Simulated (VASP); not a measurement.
Computed with PBEsol GGA, VASP's PBE PAW potentials (set 64) (plane waves; VASP 6.6.1).

Input for VASP

File POSCAR:
```
PPd
1.0
  1.7683240974  -5.4242187625   0.0000000000
  1.7683240974   5.4242187625   0.0000000000
  0.0000000000   0.0000000000   2.9878316555
P Pd
2 2
Cartesian
  1.7683240974  -0.9195599862   0.7469579139
  1.7683240974   0.9195599862   2.2408737416
  1.7683240974  -3.5274393350   0.7469579139
  1.7683240974   3.5274393350   2.2408737416
```

**INCAR**
```
! general
SYSTEM   =  PPd
PREC     =  Accurate
ENCUT    =  480   ! plane-wave cut-off (eV)
LREAL    =  F
LASPH    =  T   ! aspherical one-centre terms

! electronic loop
EDIFF    =  1E-7   ! SCF stop (eV)
NELM     =  100   ! most electronic steps
ALGO     =  Normal   ! blocked Davidson
LMAXMIX  =  4

! smearing
ISMEAR   =  1
SIGMA    =  0.1   ! width (eV)

! functional
GGA      =  PS   ! PBEsol

! ions
ISIF     =  2

! output
LWAVE    =  F
LCHARG   =  F
```

**KPOINTS**
```
kpoints
0
gamma
8 8 10
```

POTCAR, in this order: P Pd (PBE.64 set). Program: vasp_std.

**Question.** Estimate the energy per atom (σ→0), largest force, band gap (on the k-mesh).

**Answer.** 
```
Quantity                                                    Result
------------------------  ----------------------------------------
energy per atom (σ→0)                               -6.100 eV/atom
band gap (on the k-mesh)  none (metal, semimetal or under 0.01 eV)
largest force                                           0.146 eV/Å
```

File OSZICAR:
```
...
DAV:   8    -0.244049078440E+02    0.32475E-01   -0.12025E-01  5244   0.258E+00    0.790E-01
DAV:   9    -0.243995655459E+02    0.53423E-02   -0.17283E-02  5503   0.119E+00    0.285E-01
DAV:  10    -0.243995827243E+02   -0.17178E-04   -0.31642E-03  5338   0.393E-01    0.121E-01
DAV:  11    -0.243995805285E+02    0.21958E-05   -0.20417E-04  5305   0.115E-01    0.410E-02
DAV:  12    -0.243995780229E+02    0.25056E-05   -0.23345E-05  5370   0.417E-02    0.125E-02
DAV:  13    -0.243995762705E+02    0.17524E-05   -0.35059E-06  5357   0.159E-02    0.440E-03
DAV:  14    -0.243995761855E+02    0.84998E-07   -0.58808E-07  5211   0.499E-03
   1 F= -.24399576E+02 E0= -.24399936E+02  d E =0.107973E-02
```

The structure was generated: PPd was put into the CrB type (Cmcm), which need not be its known phase. It was relaxed first, which changed the volume by -24 %.
